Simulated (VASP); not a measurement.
# NaBI4 (P4/mmm) in VASP: single point with PBE

Aim: the single point of NaBI4 with PBE.

Program: VASP 6.6.1. These are calculated values, not measurements. Logs are shortened: lines on timing, memory, paths and dates and some standing lists are left out, and cuts for length are marked.

### Step 1. The cell of the first run

It takes space group P4/mmm (No. 123, tetragonal). Conventional cell: a = 5.002 Å, b = 5.002 Å, c = 8.400 Å, α = 90.00°, β = 90.00°, γ = 90.00°. Na (site symmetry 4/mmm) has 8 I at 3.37 Å as nearest neighbours. B (site symmetry 4/mmm) is surrounded by 8 I at 3.17 Å. I (site symmetry 2mm) is surrounded by 2 B at 3.17 Å and 2 Na at 3.37 Å and 4 I at 3.54 Å.

The cell was built by a generator and needn't be a form met in nature.

### Step 2. Single point, PBE (species swapped into the CePrO4 type (P4/mmm, No. 123))

The input, INCAR:

```
SYSTEM = NaBI4
ALGO = Fast
EDIFF = 1E-6
ENCUT = 520
GGA = PE
ISIF = 2
ISMEAR = 0
LASPH = .TRUE.
LCHARG = .TRUE.
LELF = .TRUE.
LREAL = .FALSE.
LVHAR = .TRUE.
LWAVE = .FALSE.
NBANDS = 28
NELM = 100
PREC = Accurate
SIGMA = 0.1
```

The input, KPOINTS:

```
k-points
0
G
  8 8 6
  0 0 0
```

The input, POSCAR:

```
NaBI4
1.0
    5.0018721966      0.0000000000      0.0000000000
    0.0000000000      5.0018721966      0.0000000000
    0.0000000000      0.0000000000      8.4003126975
Na B I
1 1 4
Direct
    0.5000000000      0.5000000000      0.5000000000
    0.0000000000      0.0000000000      0.0000000000
    0.5000000000      0.0000000000      0.7684325995
    0.0000000000      0.5000000000      0.2315674005
    0.5000000000      0.0000000000      0.2315674005
    0.0000000000      0.5000000000      0.7684325995
```

Potentials or basis: VASP PAW PBE potentials, release 64 (Na_pv, B, I).

The run is started by

```console
$ cat potpaw_PBE.64/Na_pv/POTCAR potpaw_PBE.64/B/POTCAR potpaw_PBE.64/I/POTCAR > POTCAR
$ mpirun -np 1 vasp_std > vasp.out
```

OUTCAR:

```text
SYSTEM = NaBI4
   EDIFF = 1E-6
   ENCUT = 520
   GGA = PE
   ISIF = 2
   ISMEAR = 0
   LASPH = .TRUE.
   LREAL = .FALSE.
   NELM = 100
   PREC = Accurate

 ion  position               nearest neighbor table
   1  0.500  0.500  0.500-
   2  0.000  0.000  0.000-
   3  0.500  0.000  0.768-   6 3.54   6 3.54   6 3.54   6 3.54
   4  0.000  0.500  0.232-   5 3.54   5 3.54   5 3.54   5 3.54
   5  0.500  0.000  0.232-   4 3.54   4 3.54   4 3.54   4 3.54
   6  0.000  0.500  0.768-   3 3.54   3 3.54   3 3.54   3 3.54

  LATTYP: Found a simple tetragonal cell.
 ALAT       =     5.0018721966
 C/A-ratio  =     1.6794336935

  Lattice vectors:

 A1 = (   5.0018721966,   0.0000000000,   0.0000000000)
 A2 = (   0.0000000000,   5.0018721966,   0.0000000000)
 A3 = (   0.0000000000,   0.0000000000,   8.4003126975)

Analysis of symmetry for initial positions (statically):
=====================================================================
 Subroutine PRICEL returns:
 Original cell was already a primitive cell.

 Routine SETGRP: Setting up the symmetry group for a
 simple tetragonal supercell.

 Subroutine GETGRP returns: Found 16 space group operations
 (whereof 16 operations were pure point group operations)
 out of a pool of 16 trial point group operations.

The static configuration has the point symmetry D_4h.

Analysis of symmetry for dynamics (positions and initial velocities):
=====================================================================
 Subroutine PRICEL returns:
 Original cell was already a primitive cell.

 Routine SETGRP: Setting up the symmetry group for a
 simple tetragonal supercell.

 Subroutine GETGRP returns: Found 16 space group operations
 (whereof 16 operations were pure point group operations)
 out of a pool of 16 trial point group operations.

The dynamic configuration has the point symmetry D_4h.

 Subroutine INISYM returns: Found 16 space group operations
 (whereof 16 operations are pure point group operations),
 and found     1 'primitive' translations

----------------------------------------------------------------------------------------

                                     Primitive cell

  volume of cell :     210.1651

  direct lattice vectors                    reciprocal lattice vectors
     5.001872197  0.000000000  0.000000000     0.199925140  0.000000000  0.000000000
     0.000000000  5.001872197  0.000000000     0.000000000  0.199925140  0.000000000
     0.000000000  0.000000000  8.400312698     0.000000000  0.000000000  0.119043188

  length of vectors
     5.001872197  5.001872197  8.400312698     0.199925140  0.199925140  0.119043188

  position of ions in fractional coordinates (direct lattice)
     0.500000000  0.500000000  0.500000000
     0.000000000  0.000000000  0.000000000
     0.500000000  0.000000000  0.768432600
     0.000000000  0.500000000  0.231567400
     0.500000000  0.000000000  0.231567400
     0.000000000  0.500000000  0.768432600

  ion indices of the primitive-cell ions
   primitive index   ion index
                 1           1
                 2           2
                 3           3
                 4           4
                 5           5
                 6           6

----------------------------------------------------------------------------------------

 KPOINTS: k-points

Automatic generation of k-mesh.
 Grid dimensions read from file:
 generate k-points for:    8    8    6

 Generating k-lattice:

  Cartesian coordinates                     Fractional coordinates (reciprocal lattice)
     0.024990643  0.000000000  0.000000000     0.125000000  0.000000000  0.000000000
     0.000000000  0.024990643  0.000000000     0.000000000  0.125000000  0.000000000
     0.000000000  0.000000000  0.019840531     0.000000000  0.000000000  0.166666667

  Length of vectors
     0.024990643  0.024990643  0.019840531

  Shift w.r.t. Gamma in fractional coordinates (k-lattice)
     0.000000000  0.000000000  0.000000000

 Subroutine IBZKPT returns following result:
 ===========================================

 Found     60 irreducible k-points:

 Following reciprocal coordinates:
            Coordinates               Weight
  0.000000  0.000000  0.000000      1.000000
  0.125000  0.000000  0.000000      4.000000
  0.250000  0.000000  0.000000      4.000000
  0.375000  0.000000  0.000000      4.000000
  0.500000  0.000000  0.000000      2.000000
  0.125000  0.125000  0.000000      4.000000
[... 16 lines left out ...]
  0.375000  0.125000  0.166667     16.000000
  0.500000  0.125000  0.166667      8.000000
 [... further k-points ...]
   k-points           NKPTS =     60   k-points in BZ     NKDIM =     60   number of bands    NBANDS=     28
   number of dos      NEDOS =    301   number of ions     NIONS =      6
   total plane-waves  NPLWV = 102400
   dimension x,y,z NGX =    40 NGY =   40 NGZ =   64
   dimension x,y,z NGXF=    80 NGYF=   80 NGZF=  128
   ions per type =               1   1   4
   NGX,Y,Z   is equivalent  to a cutoff of  13.29, 13.29, 12.67 a.u.
   NGXF,Y,Z  is equivalent  to a cutoff of  26.59, 26.59, 25.33 a.u.
 SYSTEM =  NaBI4
   PREC   = accura    normal or accurate (medium, high low for compatibility)
   ISTART =      0    job   : 0-new  1-cont  2-samecut
   ICHARG =      2    charge: 1-file 2-atom 10-const
   ISPIN  =      1    spin polarized calculation?
   LNONCOLLINEAR =      F non collinear calculations
   LSORBIT =      F    spin-orbit coupling
   LASPH  =      T    aspherical Exc in radial PAW
   ENCUT  =  520.0 eV  38.22 Ry    6.18 a.u.   9.30  9.30 15.62*2*pi/ulx,y,z
   NELM   =    100;   NELMIN=  2; NELMDL= -5     # of ELM steps
   EDIFF  = 0.1E-05   stopping-criterion for ELM
   LREAL  =      F    real-space projection
   EDIFFG = 0.1E-04   stopping-criterion for IOM
   NSW    =      0    number of steps for IOM
   IBRION =     -1    ionic relax: 0-MD 1-quasi-New 2-CG
   NFREE  =      0    steps in history (QN), initial steepest desc. (CG)
   ISIF   =      2    stress and relaxation
   ISYM   =      2    0-nonsym 1-usesym 2-fastsym
   POTIM  = 0.5000    time-step for ionic-motion
   TEBEG  =    0.0;   TEEND  =   0.0 temperature during run
   PSTRESS=    0.0 pullay stress
   NELECT =      38.0000    total number of electrons
   NUPDOWN=      -1.0000    fix difference up-down
   EMIN   =  10.00;   EMAX   =-10.00  energy-range for DOS
   EFERMI =   0.00;   METHOD = LEGACY
   ISMEAR =     0;   SIGMA  =   0.10  broadening in eV -4-tet -1-fermi 0-gaus
   EFERMI_NEDOS =   21; number of points for ismear=-14 and -15
   IALGO  =     68    algorithm
   IMIX   =      4    mixing-type and parameters
     AMIX     =   0.40;   BMIX     =  1.00
     AMIX_MAG =   1.60;   BMIX_MAG =  1.00
  volume/ion in A,a.u.               =      35.03       236.38
  Fermi-wavevector in a.u.,A,eV,Ry     =   0.925726  1.749369 11.659767  0.856969
  Thomas-Fermi vector in A             =   2.051612
   LORBIT       =      0    0 simple, 1 ext, 2 COOP (PROOUT), +10 PAW based schemes
   GGA     = PE    functional components
   LHFCALC =     F    Hartree Fock is set to
   AEXX    =    0.0000 exact exchange contribution
   IVDW    =     0    specifies the selected vdW correction
   LEPSILON=     F    determine dielectric tensor
   LRPA    =     F    only Hartree local field effects (RPA)
 non-spin polarized calculation
 RMM-DIIS sequential band-by-band and
 Gauss-broadening in eV      SIGMA  =   0.10
  energy-cutoff  :      520.00
  volume of cell :      210.17
 maximum number of plane-waves:      5692
 NGX is ok and might be reduce to    40
   NGX = 19   NGY = 19   NGZ = 31

 number of electron      37.9999999 magnetization

 Free energy of the ion-electron system (eV)
  ---------------------------------------------------
  ext. energy  EPLUGINS =         0.00000000
  ---------------------------------------------------
  free energy    TOTEN  =       -11.75259571 eV

  energy without entropy =      -11.73465867  energy(sigma->0) =      -11.74362719

 E-fermi :   2.5038     XC(G=0):  -8.0129

 val. band max:        2.5009834445   @ k =   0.3750   0.3750   0.0000
 cond. band min:       2.5092968386   @ k =   0.2500   0.1250   0.5000
 fundamental gap:      0.0083133941
 Fermi energy:         2.5038125459

 k-point     1 :       0.0000    0.0000    0.0000
  band No.  band energies     occupation
      1     -21.1922      2.00000
      2     -21.1922      2.00000
      3     -21.1861      2.00000
      4     -10.4234      2.00000
      5     -10.1329      2.00000
      6      -8.8901      2.00000
[... 20 lines left out ...]
     27       9.0328      0.00000
     28       9.0460      0.00000

 k-point     2 :       0.1250    0.0000    0.0000
  band No.  band energies     occupation
      1     -21.1924      2.00000
      2     -21.1922      2.00000
      3     -21.1861      2.00000
      4     -10.3730      2.00000
      5     -10.0854      2.00000
      6      -8.9575      2.00000
[... 20 lines left out ...]
     27       8.6662      0.00000
     28       9.1239      0.00000

 k-point     3 :       0.2500    0.0000    0.0000
  band No.  band energies     occupation
      1     -21.1927      2.00000
      2     -21.1922      2.00000
      3     -21.1860      2.00000
      4     -10.2266      2.00000
      5      -9.9474      2.00000
      6      -9.1452      2.00000
[... 20 lines left out ...]
     27       8.6932      0.00000
     28       9.0384      0.00000

 k-point     4 :       0.3750    0.0000    0.0000
  band No.  band energies     occupation
      1     -21.1930      2.00000
      2     -21.1922      2.00000
      3     -21.1859      2.00000
      4      -9.9988      2.00000
      5      -9.7329      2.00000
      6      -9.4144      2.00000
[... 20 lines left out ...]
     27       9.0157      0.00000
     28       9.5474      0.00000

 k-point     5 :       0.5000    0.0000    0.0000
  band No.  band energies     occupation
      1     -21.1932      2.00000
      2     -21.1922      2.00000
      3     -21.1858      2.00000
      4      -9.7293      2.00000
      5      -9.7010      2.00000
      6      -9.4735      2.00000
[... 20 lines left out ...]
     27       8.9994      0.00000
     28       9.5547      0.00000

 k-point     6 :       0.1250    0.1250    0.0000
  band No.  band energies     occupation
      1     -21.1924      2.00000
      2     -21.1924      2.00000
      3     -21.1860      2.00000
      4     -10.3247      2.00000
      5     -10.0400      2.00000
      6      -9.0161      2.00000
[... 463 lines left out ...]
      5     -10.0537      2.00000
      6      -9.0071      2.00000
[... 20 lines left out ...]
     27       8.5722      0.00000
     28       9.1110      0.00000

 k-point    22 :       0.2500    0.1250    0.1667
  band No.  band energies     occupation
      1     -21.1927      2.00000
      2     -21.1924      2.00000
      3     -21.1859      2.00000
      4     -10.1733      2.00000
      5      -9.9216      2.00000
      6      -9.1726      2.00000
[... 20 lines left out ...]
     27       8.7609      0.00000
     28       9.0111      0.00000

 k-point    23 :       0.3750    0.1250    0.1667
  band No.  band energies     occupation
      1     -21.1930      2.00000
      2     -21.1923      2.00000
      3     -21.1858      2.00000
      4      -9.9576      2.00000
      5      -9.7178      2.00000
      6      -9.4152      2.00000
[... 20 lines left out ...]
     27       9.2743      0.00000
     28       9.4651      0.00000

 k-point    24 :       0.5000    0.1250    0.1667
  band No.  band energies     occupation
      1     -21.1932      2.00000
      2     -21.1923      2.00000
      3     -21.1858      2.00000
      4      -9.7049      2.00000
      5      -9.6793      2.00000
      6      -9.4730      2.00000
[... 20 lines left out ...]
     27       9.5195      0.00000
     28       9.9587      0.00000

 [... further k-points ...]

------------------------ aborting loop because EDIFF is reached ----------------------------------------

  FORCE on cell =-STRESS in cart. coord.  units (eV):
  Direction    XX          YY          ZZ          XY          YZ          ZX
  --------------------------------------------------------------------------------------
  -------------------------------------------------------------------------------------
  Total       -0.0189032     -0.0189032     -0.0086768      0.0000000     -0.0000000     -0.0000000
  in kB       -0.1441072     -0.1441072     -0.0661466      0.0000000     -0.0000000     -0.0000000
  external PRESSURE =      -0.1181203 kB  Pullay stress =       0.0000000 kB

 VOLUME and BASIS-vectors are now :
 -----------------------------------------------------------------------------
  energy-cutoff  :      520.00
  volume of cell :      210.17
      direct lattice vectors                 reciprocal lattice vectors
     5.001872197  0.000000000  0.000000000     0.199925140  0.000000000  0.000000000
     0.000000000  5.001872197  0.000000000     0.000000000  0.199925140  0.000000000
     0.000000000  0.000000000  8.400312698     0.000000000  0.000000000  0.119043188

 POSITION                                       TOTAL-FORCE (eV/Angst)
 -----------------------------------------------------------------------------------
      2.50094      2.50094      4.20016        -0.000000      0.000000     -0.000000
      0.00000      0.00000      0.00000        -0.000000      0.000000     -0.000000
      2.50094      0.00000      6.45507        -0.000000      0.000000      0.001252
      0.00000      2.50094      1.94524        -0.000000      0.000000     -0.001252
      2.50094      0.00000      1.94524         0.000000     -0.000000     -0.001252
      0.00000      2.50094      6.45507         0.000000      0.000000      0.001252
 -----------------------------------------------------------------------------------
    total drift:                                0.000000      0.000000      0.000000

  FREE ENERGIE OF THE ION-ELECTRON SYSTEM (eV)
  ---------------------------------------------------
  free  energy   TOTEN  =       -11.7525957118 eV

  energy  without entropy=      -11.7346586710  energy(sigma->0) =      -11.74362719
```

Run time: 2.9 min. Hardware: 1 thread of Intel Xeon Platinum 8559C (Emerald Rapids), shared host; peak memory 0.5 GiB.

Results:

| Quantity | Value |
| --- | --- |
| Free energy | -11.7526 eV |
| Pressure | 0.0 GPa |
| Band gap on the k mesh | none (metal or under the smearing width) |

The run has no spin-orbit coupling, so splittings on I are missing.
